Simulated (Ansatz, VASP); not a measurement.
## Ti9Al44O84 (glassy 29TiO2-71Al2O3 (mol %)) in two plane-wave programs

Wanted: the spread between two codes on one cell, functional and k mesh. The cell is taken from a series of runs on this material, whose earlier steps may have relaxed, scaled, displaced or heated it; both programs get it as it stands.

Method: plane waves, with VASP 6.6.1 beside it; single point at PBE, in Ansatz 0.2.0.

**1. Starting point**

The cell holds 137 atoms: 9 Ti, 44 Al and 84 O. Cell: a = 11.468 Å, b = 11.468 Å, c = 11.468 Å, α = 90.0°, β = 90.0°, γ = 90.0°. As first built, before any earlier steps moved the atoms (in the runner's words): 137 atoms (9 Ti, 44 Al, 84 O) placed at random at 3.12 g/cm^3, melted at 4000 K for 10 ps at fixed volume with the Morse and Coulomb pair potential with partial charges (Pedone, Malavasi, Menziani, Cormack and Segre, J. Phys. Chem. B 110, 11780 (2006)). Quenched from 4000 K to 300 K at 300 K/ps and fixed volume, held 10 ps at zero pressure.

**2. VASP: single point, PBE**

With cell and atoms fixed, the geometry can't cause a difference; cores, projectors, grids and the points listed under the comparison can.

Lines of VASP's logs that name or quote its potential files are left out, and so is its time.

INCAR

```
SYSTEM = Ti9Al44O84
PREC = Accurate
ENCUT = 600
EDIFF = 1E-06
NELM = 120
ISMEAR = -1
SIGMA = 0.05
LREAL = Auto
ALGO = Normal
GGA = PE
NBANDS = 467
LASPH = .TRUE.
LORBIT = 11
LWAVE = .FALSE.
LCHARG = .FALSE.
ISIF = 2
GGA_COMPAT = .FALSE.
EFERMI = MIDGAP
```

POSCAR

```
Ti9Al44O84
1.0
   11.4680100000      0.0000000000      0.0000000000
    0.0000000000     11.4680100000      0.0000000000
    0.0000000000      0.0000000000     11.4680100000
Ti Al O
9 44 84
Direct
    0.4482400000      0.8184000000      0.3817400000
    0.3478200000      0.5313700000      0.8203600000
    0.1473400000      0.7814200000      0.4323400000
    0.7879700000      0.4554900000      0.5513900000
    0.2608000000      0.3648900000      0.0627700000
    0.8294500000      0.7515500000      0.5427700000
    0.3359500000      0.0798300000      0.1671100000
    0.4545400000      0.5185800000      0.3349600000
    0.9831400000      0.9352600000      0.2150000000
    0.3962800000      0.6104700000      0.0581900000
    0.0067800000      0.1606400000      0.6079100000
    0.8177100000      0.5605300000      0.1990300000
    0.9427600000      0.5268800000      0.7811800000
    0.7357800000      0.0714100000      0.1771700000
    0.7394000000      0.7433700000      0.7899800000
    0.1478200000      0.7459600000      0.9151200000
    0.5923000000      0.4682200000      0.1094600000
    0.7530600000      0.5034900000      0.9331100000
    0.1829400000      0.5684300000      0.2266600000
    0.7472300000      0.9534200000      0.9489600000
    0.6519700000      0.7227300000      0.0501300000
    0.6117300000      0.1296400000      0.6149600000
    0.5098700000      0.9400000000      0.0721300000
    0.6706700000      0.9939300000      0.4232500000
    0.4045200000      0.7981200000      0.9105600000
    0.3654500000      0.7554900000      0.6271100000
    0.2409100000      0.9386300000      0.7792700000
    0.5212900000      0.3149200000      0.4745800000
    0.0114400000      0.5301200000      0.0453300000
    0.1266800000      0.0602800000      0.3688800000
[... 101 atom lines left out ...]
    0.4244800000      0.6473700000      0.9027400000
    0.0222100000      0.6105200000      0.6887200000
    0.1584100000      0.3671600000      0.5153200000
    0.5978000000      0.7729300000      0.7428100000
    0.3099700000      0.0610200000      0.8525300000
    0.3565100000      0.2861900000      0.1616900000
```

KPOINTS

```
Automatic mesh
0
Gamma
1 1 1
0 0 0
```

Potentials, in the order of the species: Ti_sv, Al and O (PBE family, release 64).

Run with:

```console
$ export OMP_NUM_THREADS=3
$ mpirun -np 1 vasp_gam
```

Numbers of over 12 decimals in the logs are rounded to 6 here.

The log of the run:

```text
[banner, memory and clock lines left out]
running    1 mpi-ranks, on    1 nodes
[...]
Offloading initialized ...    1 GPUs detected
[...]
LDA part: xc-table for (Slater+PW92), standard interpolation
 POSCAR, INCAR and KPOINTS ok, starting setup
[...]
entering main loop
       N       E                     dE             d eps       ncg     rms          rms(c)
DAV:   1     0.981258950704E+04    0.98126E+04   -0.45941E+05   942   0.188E+03
DAV:   2     0.266992354088E+03   -0.95456E+04   -0.89475E+04  1086   0.482E+02
DAV:   3    -0.113304392300E+04   -0.14000E+04   -0.13755E+04  1049   0.195E+02
DAV:   4    -0.122295552975E+04   -0.89912E+02   -0.89377E+02  1284   0.508E+01
[...]
DAV:  18    -0.103310789723E+04   -0.72994E-05   -0.37344E-05  1204   0.165E-02    0.114E-02
DAV:  19    -0.103310789913E+04   -0.18990E-05   -0.17530E-05  1316   0.106E-02    0.755E-03
DAV:  20    -0.103310789888E+04    0.24350E-06   -0.51136E-06  1004   0.544E-03
   1 F= -.10331079E+04 E0= -.10331079E+04  d E =-.145736E-08
```

From OUTCAR (step 2):

```text
  FREE ENERGIE OF THE ION-ELECTRON SYSTEM (eV)
  ---------------------------------------------------
  free  energy   TOTEN  =     -1033.1078988838 eV

  energy  without entropy=    -1033.1078988824  energy(sigma->0) =    -1033.10789888
```

The run ends at a pressure of 5.88 GPa, with forces up to 3.0 eV/Å.

**3. Ansatz: single point, PBE**

Ansatz runs on its default PAW (the set named soft_2) files.

The same cell, functional, mesh and smearing now go to Ansatz, which takes its cutoff from its data sets.

input.yaml

```yaml
crystal:
  lattice:
    - [11.46801, 0.0, 0.0]
    - [0.0, 11.46801, 0.0]
    - [0.0, 0.0, 11.46801]
  atoms:
    - { symbol: Ti, position: [0.44824, 0.8184, 0.38174] }
    - { symbol: Ti, position: [0.34782, 0.53137, 0.82036] }
    - { symbol: Ti, position: [0.14734, 0.78142, 0.43234] }
    - { symbol: Ti, position: [0.78797, 0.45549, 0.55139] }
    - { symbol: Ti, position: [0.2608, 0.36489, 0.06277] }
    - { symbol: Ti, position: [0.82945, 0.75155, 0.54277] }
    - { symbol: Ti, position: [0.33595, 0.07983, 0.16711] }
    - { symbol: Ti, position: [0.45454, 0.51858, 0.33496] }
    - { symbol: Ti, position: [0.98314, 0.93526, 0.215] }
    - { symbol: Al, position: [0.39628, 0.61047, 0.05819] }
    - { symbol: Al, position: [0.00678, 0.16064, 0.60791] }
    - { symbol: Al, position: [0.81771, 0.56053, 0.19903] }
    - { symbol: Al, position: [0.94276, 0.52688, 0.78118] }
    - { symbol: Al, position: [0.73578, 0.07141, 0.17717] }
    - { symbol: Al, position: [0.7394, 0.74337, 0.78998] }
    - { symbol: Al, position: [0.14782, 0.74596, 0.91512] }
    - { symbol: Al, position: [0.5923, 0.46822, 0.10946] }
    - { symbol: Al, position: [0.75306, 0.50349, 0.93311] }
    - { symbol: Al, position: [0.18294, 0.56843, 0.22666] }
    - { symbol: Al, position: [0.74723, 0.95342, 0.94896] }
    - { symbol: Al, position: [0.65197, 0.72273, 0.05013] }
    - { symbol: Al, position: [0.61173, 0.12964, 0.61496] }
    - { symbol: Al, position: [0.50987, 0.94, 0.07213] }
    - { symbol: Al, position: [0.67067, 0.99393, 0.42325] }
    - { symbol: Al, position: [0.40452, 0.79812, 0.91056] }
    - { symbol: Al, position: [0.36545, 0.75549, 0.62711] }
    - { symbol: Al, position: [0.24091, 0.93863, 0.77927] }
    - { symbol: Al, position: [0.52129, 0.31492, 0.47458] }
    - { symbol: Al, position: [0.01144, 0.53012, 0.04533] }
    - { symbol: Al, position: [0.12668, 0.06028, 0.36888] }
[... 101 atom lines left out ...]
    - { symbol: O, position: [0.42448, 0.64737, 0.90274] }
    - { symbol: O, position: [0.02221, 0.61052, 0.68872] }
    - { symbol: O, position: [0.15841, 0.36716, 0.51532] }
    - { symbol: O, position: [0.5978, 0.77293, 0.74281] }
    - { symbol: O, position: [0.30997, 0.06102, 0.85253] }
    - { symbol: O, position: [0.35651, 0.28619, 0.16169] }
kpoints:
  mp_grid: { grid: [1, 1, 1] }
hamiltonian:
  xc: pbe
scf:
  occupations: { method: fermi_dirac, width: 0.05 }
output:
  forces: true
  stress: true
  populations: true
  dos:
    method: { smearing: { sigma: 0.15 } }
    de: 0.1
    projected: { site_lists: { Al: [Al], O: [O], Ti: [Ti] } }
  eigenvalues: true
  write_density: true
  write_potential: true
  volumetric_format: npy
```

Run with:

```console
$ ansatz run input.yaml --threads 4 --pin off --max-ram 8192MiB --backend cpu --events-out ev --progress --plain --runs-dir out
```

The log of the run:

```text
Engine: ansatz 0.2.0, aarch64-unknown-linux-gnu
Pseudopotentials: kind: paw
Pseudopotential: Ti, paw, valence charge 12, recommended cutoff 420 eV (normal), Ti.paw.azcp
Pseudopotential: Al, paw, valence charge 3, recommended cutoff 420 eV (normal), Al.paw.azcp
Pseudopotential: O, paw, valence charge 6, recommended cutoff 420 eV (normal), O.paw.azcp
Functional definition: PBE
  parameter kappa = 0.804
  parameter beta = 0.066725
  exchange = pbe_x(kappa = kappa, mu = beta*pi^2/3)
  correlation = pbe_c(beta = beta)
Crystal: 137 atoms, lattice volume = 1508.218 Å³
Basis set: ecut = 420 eV, 29423 PW (Γ), exchange–correlation on 160×160×160 points (8 copies of the dense FFT grid, shifted against one another)
Bands: 509, of which v1, the nominal top of the filled ones, is band 372 counted from 1 (371 counted from 0)
Symmetry: 1 space group operations
Space group: P1 (ITA 1), of the structure as read, at distance tolerance 1.1e-4 Å
k-points: 1
Non-local potential: Ti, projectors of the file, l = 0: 3, l = 1: 2, l = 2: 3, l = 3: 1
Non-local potential: Al, projectors of the file, l = 0: 2, l = 1: 2, l = 2: 1
Non-local potential: O, projectors of the file, l = 0: 2, l = 1: 2, l = 2: 1
PAW form: soft (Blöchl's): semilocal exchange-correlation on the pseudo side does not see the compensation charge
PAW one-centre angular grid: Ti, 590 points (default); XC on 64 Gauss nodes
PAW one-centre angular grid: Al, 110 points (default); XC on 64 Gauss nodes
PAW one-centre angular grid: O, 110 points (default); XC on 64 Gauss nodes
Initial density: superposition of atomic densities (neutral atoms: chi_scale 0, normalization atom), corrected by the library's trained network
Initial wavefunctions: pseudopotential atomic-orbital guess
Functional: x = pbe(κ = 0.804, μ = 0.219515), c = pbe(β = 0.066725)
SCF iter   1: F=—  HF=-93982.299270 eV  |F-HF|=—  |Δ(HF+E_count)|=         —  Δρ=3.70e-3  dr2=2.03e-1  ethr=1.77e-3  ⟨swp⟩=6.0  Hψ=2205  notcnv=0  defer=31
preconditioner: auto → Resta (q_TF=auto, 2.425 Å⁻¹)  ε∞=4.3  [insulator: Δε(μ)=2.238 eV  Ē_g=13.709 eV  σ=0.050 eV  W_gap=1.00  n_scr=364 (ndim 8)  ℏωp=24.8 eV  f_vac=0.048  D(μ)=0.00/eV (n_scr^D=0)  ε∞_Penn≈4.3]
SCF iter   2: F=—  HF=-93982.275103 eV  |F-HF|=—  |Δ(HF+E_count)|=   2.42e-2  Δρ=1.91e-3  dr2=4.69e-2  ethr=2.73e-5  ⟨swp⟩=2.0  Hψ=780  notcnv=0  defer=122
SCF iter   3: F=—  HF=-93982.278145 eV  |F-HF|=—  |Δ(HF+E_count)|=   3.04e-3  Δρ=1.04e-3  dr2=2.10e-2  ethr=6.30e-6  ⟨swp⟩=3.0  Hψ=756  notcnv=0  defer=122
SCF iter   4: F=—  HF=-93982.276947 eV  |F-HF|=—  |Δ(HF+E_count)|=   1.20e-3  Δρ=4.90e-4  dr2=4.65e-3  ethr=2.83e-6  ⟨swp⟩=3.0  Hψ=757  notcnv=0  defer=122
SCF iter   5: F=—  HF=-93982.276419 eV  |F-HF|=—  |Δ(HF+E_count)|=   5.28e-4  Δρ=1.92e-4  dr2=5.41e-4  ethr=6.25e-7  ⟨swp⟩=2.0  Hψ=744  notcnv=0  defer=122
SCF iter   6: F=—  HF=-93982.276509 eV  |F-HF|=—  |Δ(HF+E_count)|=   8.99e-5  Δρ=1.02e-4  dr2=1.50e-4  ethr=7.27e-8  ⟨swp⟩=2.0  Hψ=658  notcnv=0  defer=122
SCF iter   7: F=—  HF=-93982.276522 eV  |F-HF|=—  |Δ(HF+E_count)|=   1.28e-5  Δρ=3.58e-5  dr2=2.17e-5  ethr=2.02e-8  ⟨swp⟩=2.0  Hψ=659  notcnv=0  defer=122
SCF iter   8: F=—  HF=-93982.276499 eV  |F-HF|=—  |Δ(HF+E_count)|=   2.33e-5  Δρ=2.02e-5  dr2=6.76e-6  ethr=2.92e-9  ⟨swp⟩=2.0  Hψ=876  notcnv=0  defer=125
SCF iter   9: F=—  HF=-93982.276501 eV  |F-HF|=—  |Δ(HF+E_count)|=   2.26e-6  Δρ=9.50e-6  dr2=1.45e-6  ethr=9.09e-10  ⟨swp⟩=2.0  Hψ=749  notcnv=0  defer=125
SCF iter  10: F=—  HF=-93982.276502 eV  |F-HF|=—  |Δ(HF+E_count)|=   7.61e-7  Δρ=4.98e-6  dr2=4.00e-7  ethr=1.94e-10  ⟨swp⟩=2.0  Hψ=658  notcnv=0  defer=125
SCF iter  11: F=-93982.276502 eV  HF=-93982.276502 eV  |F-HF|=2.33e-8  |Δ(HF+E_count)|=   1.32e-7  Δρ=1.75e-6  dr2=4.84e-8  ethr=1.34e-11  ⟨swp⟩=16.0  Hψ=4258  notcnv=0
SCF 1 converged in 11 iterations: F = -93982.276502 eV  dr2 = 4.84e-8
  greatest PAW one-centre occupation: 0.999 electrons in one spin orbital (limit 2), on the Ti atom at site 1 (counted from 0), in its partial waves of l = 0
SCF converged after 11 iterations
Free energy (F): -93982.276502 eV
Harris-Foulkes:  -93982.276502 eV  (|F-HF|=2.33e-8)
Internal energy: -93982.276502 eV  (E = F + TS)
E sigma→0 (E₀):  -93982.276502 eV
Fermi energy:    7.070295 eV
--- Per-component energies (eV) ---
  E_band       = -2979.563731
  E_kinetic    = 18540.818923
  E_local      = -48402.550987  (includes V_loc(G=0)·N_el)
  E_nonlocal   = 4491.306576
  E_hartree    = 18763.945042
  E_xc         = -8923.217912
  E_vxc        = -10411.207988  (∫ρ·V_xc dr)
  E_paw        = -43303.177038  (= ΣΔE_a)
  E_vpaw       = -4726.024224  (= ΣTr[D̂ρ^β])
  E_aug_tail   = 0.211627  (compensation charges beyond the density's cutoff)
  E_ewald      = -35149.612733
  E_smearing   = -0.000000  (= −TS)
  E_closure    = -0.000000  (closes the sum)
  Σ components = -93982.276502   (vs F -93982.276502, Δ=0.00e0)
--- Forces (eV/Å), atoms counted from 1 ---
[...]
atom 129  O     -0.14646076     0.13325400    -0.00158706
  atom 130  O     -0.86728920     0.16532038    -0.37636067
  atom 131  O     -0.38953228    -0.12253766    -0.20895511
  atom 132  O      0.00734379     0.05354080     0.98697295
  atom 133  O      0.21623635     0.37727773     0.18767159
  atom 134  O     -0.58346961    -0.09351275    -1.93398672
  atom 135  O      0.68080245    -1.04542541    -0.41088362
  atom 136  O      0.10363389     0.63303151    -0.31875128
  atom 137  O     -0.30505082     0.00127149    -0.70454504
  max |Σ_I F_I| component: 2.11e-4 eV/Å
--- Stress (GPa, compression-positive) ---
        6.138300       0.910912       0.907743
        0.910922       5.594208       0.043013
        0.907740       0.043017       6.259358
  P = ⅓ Tr σ = 5.9973 GPa (59.973 kbar)
--- Band table (eV) ---
  k-point 0: bands = [... 368 lower, 5.7040, 5.7913, 5.8760, 5.9491, 8.1874, 8.2817, 8.3806, 8.4307, ... 133 higher]
--- Löwdin populations: 137 sites ---
  site symbol       q [e]
     0     Ti     10.6379
     1     Ti     10.5334
     2     Ti     10.5363
     3     Ti     10.4872
     4     Ti     10.5824
     5     Ti     10.5880
     6     Ti     10.5850
     7     Ti     10.5265
     8     Ti     10.5562
     9     Al      1.7167
    10     Al      1.6424
    11     Al      1.6558
    12     Al      1.6901
    13     Al      1.6971
    14     Al      1.6641
    15     Al      1.6550
    16     Al      1.6654
    17     Al      1.6327
    18     Al      1.6735
    19     Al      1.6612
    20     Al      1.6420
    21     Al      1.6665
    22     Al      1.7247
    23     Al      1.6839
[...]
129      O      6.7007
   130      O      6.8389
   131      O      6.6954
   132      O      6.8743
   133      O      6.8450
   134      O      6.8603
   135      O      6.8115
   136      O      6.6542
  spilling = 0.007194 (of n_electrons = 744.000000)
```

The column dr2 measures how far the density is from self-consistency, as an energy; F and HF (Harris–Foulkes) agree once it is small.

**4. Comparison**

Known differences besides the potentials themselves: the cutoff is 420 eV in Ansatz and 600 eV in VASP (PREC = Accurate, projectors in real space). Total energies have different zeros and are not compared.

Compared:

```
              quantity  Ansatz   VASP  difference
        pressure (GPa)    6.00   5.88       +0.12
gap on the k mesh (eV)   2.238  2.210      +0.028
```

Forces on 10 of the 137 atoms, those with the largest forces and the largest differences (eV/Å; atoms numbered as in POSCAR):

| atom | Ansatz x, y, z | VASP x, y, z |
| --- | --- | --- |
| Ti4 | 2.436, -0.181, 0.351 | 2.533, -0.170, 0.324 |
| Ti6 | 2.127, -0.072, 0.522 | 2.197, 0.004, 0.566 |
| Al18 | 1.101, 2.383, 0.673 | 1.103, 2.398, 0.682 |
| Al31 | -2.054, 1.244, 0.799 | -2.081, 1.281, 0.828 |
| Al33 | -1.710, 1.880, 0.440 | -1.753, 1.926, 0.431 |
| Al51 | 0.855, 0.342, 2.343 | 0.859, 0.325, 2.355 |
| O67 | 2.152, -1.806, -0.345 | 2.188, -1.850, -0.357 |
| O78 | 0.028, -0.750, 0.632 | -0.036, -0.843, 0.642 |
| O85 | -0.068, 0.649, -0.332 | 0.010, 0.728, -0.339 |
| O113 | -0.187, 2.379, -1.771 | -0.181, 2.396, -1.777 |

The forces differ by 26 meV/Å r.m.s., which is 3.2 % of the r.m.s. force of 0.808 eV/Å (both taken over all components). A gap on the mesh is an upper bound, since the band edges may lie between its points.

**5. What came out**

```yaml
r_m_s_force_difference_single_point_pbe: 3.2 % of the r.m.s. force
```

What this shows: The r.m.s. force difference is 3.2 % of the r.m.s. force (single point, PBE), beyond the 3 % picked in this series as the mark of a large difference. What causes the difference of the single point, PBE pair stays open here. Such differences can come from data sets, numerical settings and the points named under the comparisons, not from the functional's error against experiment.

[Lines on the potential files, build, host, timing and source positions are cut from VASP's logs without a mark.]

[Logs are printed without paths, hosts, clocks, repeated set-up lines and the standing remarks that a program may print on its own settings, such as how far it seeks lower states.]

[Hosts, paths, dates, database ids (printed as entryN), source tags and the programs' standing remarks are cut or masked in the printed files.]
